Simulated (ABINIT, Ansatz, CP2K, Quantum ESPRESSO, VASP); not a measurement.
One calculation of Pt, 5 ways

```
Pt
1.0
     2.52308    0.00000    0.00000
     0.00000    2.52308    0.00000
     0.00000    0.00000   23.80000
Pt
1
Direct
  0.00000 0.00000 0.29412
```

Alike in all runs: functional PBE; k mesh 10 × 10 × 1; occupations fermi-dirac, width 0.05 eV; no spin polarisation; no spin-orbit coupling.

```tsv
program and potentials	plane-wave cutoff (eV)	notes	band gap (eV)
Ansatz, all-electron LAPW, scalar-relativistic	-	-	no gap
VASP, PBE PAW files Pt, 520 eV	520	10 valence electrons an atom on average	no gap
CP2K, POTENTIAL_UZH Pt GTH-PBE-q18; TZVP-MOLOPT-PBE-GTH basis	-	atomic basis; 18 valence electrons an atom on average	no gap
Quantum ESPRESSO, PseudoDojo 0.4.1 SR PBE standard	1143	18 valence electrons an atom on average	no gap
ABINIT, JTH PAW PBE v2.0	435	10 valence electrons an atom on average	no gap
```

None finds a gap. Rows in atomic bases carry the error of their basis and grid, which can be large.

The functional is the same throughout but for its coding, so the spread measures potentials, basis and numerics; runs on potential files found faulty are left out.
